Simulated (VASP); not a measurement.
An input for Ansatz (written as the equivalent of a VASP run, and not itself run):

Ansatz 0.2 input:
```yaml
crystal:
  lattice:
    - [0.0000000, 2.3200000, 2.3200000]
    - [2.3200000, 0.0000000, 2.3200000]
    - [2.3200000, 2.3200000, 0.0000000]
  atoms:
    - { symbol: Hf, position: [0.0000000, 0.0000000, 0.0000000] }
    - { symbol: C, position: [0.5000000, 0.5000000, 0.5000000] }
kpoints:
  mp_grid: { grid: [12, 12, 12] }
hamiltonian:
  xc: pbesol
  pseudopotentials: { kind: paw }
scf:
  occupations: { method: methfessel_paxton, width: 0.1 }
  max_iter: 100
relax:
  max_steps: 60
  f_tol: 0.01
  cell: {}
output: { forces: true, stress: true, eigenvalues: true }
```

**Question.** Write the VASP files for the same calculation (PBEsol).

**Answer.** Several could match; the one computed here: 
File KPOINTS:
```
Automatic mesh
0
Gamma
12 12 12
0 0 0
```

### INCAR
```
SYSTEM = HfC
PREC = Accurate
ENCUT = 520
EDIFF = 1E-6
NELM = 100
ALGO = Normal
LREAL = .FALSE.
LASPH = .TRUE.
ISMEAR = 1
SIGMA = 0.1
GGA = PS
LMAXMIX = 6
LWAVE = .FALSE.
LCHARG = .FALSE.
IBRION = 2
ISIF = 3
NSW = 60
EDIFFG = -0.01
```

POSCAR:
```
HfC
1
    0.0000000000     2.3200000000     2.3200000000
    2.3200000000     0.0000000000     2.3200000000
    2.3200000000     2.3200000000     0.0000000000
Hf C
1 1
Direct
  0.0000000000   0.0000000000   0.0000000000
  0.5000000000   0.5000000000   0.5000000000
```

POTCAR, in this order: Hf_pv C (PBE.64 set). Program: vasp_std.

The two are equivalent in intent, not identical: each code has its own PAW files, so the cut-off isn't converted (ENCUT is set for VASP's; basis.ecutwfc is left out, and Ansatz then takes the one that its files recommend); Ansatz stops its SCF on the density residual and VASP on the energy change (EDIFF).

The compound is HfC in the rock salt structure. This run relaxes it. Symmetry was kept, so distortions that lower it aren't found.
